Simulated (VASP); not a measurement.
Input for VASP

**INCAR**
```
! general
SYSTEM =Cr
PREC   =Accurate
ENCUT  =520
LREAL  =.FALSE.
LASPH  =.TRUE.

! electronic loop
EDIFF  =1E-6
NELM   =100
ALGO   =Normal
LMAXMIX=4

! smearing
ISMEAR =1
SIGMA  =0.1

! functional
GGA    =91

! spin
ISPIN  =2
MAGMOM =0.8 -0.8

! ions
IBRION =2
NSW    =60
ISIF   =3
EDIFFG =-0.01

! output
LWAVE  =.FALSE.
LCHARG =.FALSE.
LORBIT =10
```

### KPOINTS
```
Automatic mesh
0
Gamma
12 12 12
0 0 0
```

### POSCAR
```
Cr
1.0
  2.8553304406   0.0000000000   0.0000000000
  0.0000000000   2.8553304406   0.0000000000
  0.0000000000   0.0000000000   2.8553304406
Cr
2
Cartesian
  0.0000000000   0.0000000000   0.0000000000
  1.4276652203   1.4276652203   1.4276652203
```

POTCAR, in this order: Cr_pv (PBE.64 set). Program: vasp_std.

### Question
Write an equivalent input for Quantum ESPRESSO's pw.x.

### Answer
One equivalent input (not run):
```
&CONTROL
  calculation = 'vc-relax'
  pseudo_dir = './pseudo'
  outdir = './out'
  tprnfor = .true.
  tstress = .true.
  nstep = 60
  forc_conv_thr = 0.00039
/
&SYSTEM
  ibrav = 0
  nat = 2
  ntyp = 2
  ecutwfc = 94
  occupations = 'smearing'
  smearing = 'methfessel-paxton'
  degauss = 0.00735
  input_dft = 'pw91'
  nspin = 2
  starting_magnetization(1) = 0.08
  starting_magnetization(2) = -0.08
/
&ELECTRONS
  conv_thr = 7.3e-08
  electron_maxstep = 100
/
&IONS
/
&CELL
/
ATOMIC_SPECIES
  Cr1 51.996 Cr.upf
  Cr2 51.996 Cr.upf
CELL_PARAMETERS angstrom
     2.8553304    0.0000000    0.0000000
     0.0000000    2.8553304    0.0000000
    -0.0000000   -0.0000000    2.8553304
ATOMIC_POSITIONS crystal
  Cr1  0.0000000  0.0000000  0.0000000
  Cr2  0.5000000  0.5000000  0.5000000
K_POINTS automatic
  12 12 12 0 0 0
```
Limits of the translation: the potentials are each code's own (VASP's PAW set, PseudoDojo norm-conserving files in pw.x), so ENCUT and ecutwfc are chosen apart and not converted; conv_thr bounds pw.x's estimated SCF error, while EDIFF bounds the energy change between steps; starting_magnetization is a fraction of the valence charge and MAGMOM a moment in μB, so they match only roughly; forc_conv_thr acts on force components and is met together with etot_conv_thr.

The compound is Cr in the bcc, AFM order structure. This run relaxes it. Symmetry was kept, so distortions that lower it aren't found. The start is the result of an earlier pass.
